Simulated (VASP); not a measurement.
Given:

```xyz
2
Lattice="0.0000 2.4390 2.4390 2.4390 0.0000 2.4390 2.4390 2.4390 0.0000" Properties=species:S:1:pos:R:3 pbc="T T T"
Be     0.0000     2.4390     2.4390
S      3.6586     3.6586     3.6586
```

Method: modified Becke-Johnson potential (mBJ), VASP's PBE PAW potentials (set 64) (plane waves; VASP 6.6.1). Run with 400 eV cut-off, 8×8×8 Γ-centred mesh, Gaussian smearing of 0.050 eV, potentials Be S.

mBJ is a potential without an energy functional, so only the levels count.

Problem. Give the energies of bands 2 to 7 at the high-symmetry points, in eV from the valence-band maximum.

Solution. 
```tsv
band	Γ	X	U	L	W
2	0.00	-4.67	-4.24	-5.30	-3.99
3	0.00	-2.38	-3.65	-0.92	-3.46
4	0.00	-2.38	-1.96	-0.92	-2.92
5	6.85	4.38	5.52	6.50	7.43
6	6.85	5.92	8.48	7.70	9.11
7	6.85	14.29	11.83	7.70	9.74
```

The gap is indirect, 4.38 eV, from the valence maximum at Γ to the conduction minimum at X.

The structure comes from a computed database's BeS entry (F-43m); how it stands against other phases isn't given here. It was relaxed first. The cell's shape comes from a PBE relaxation.
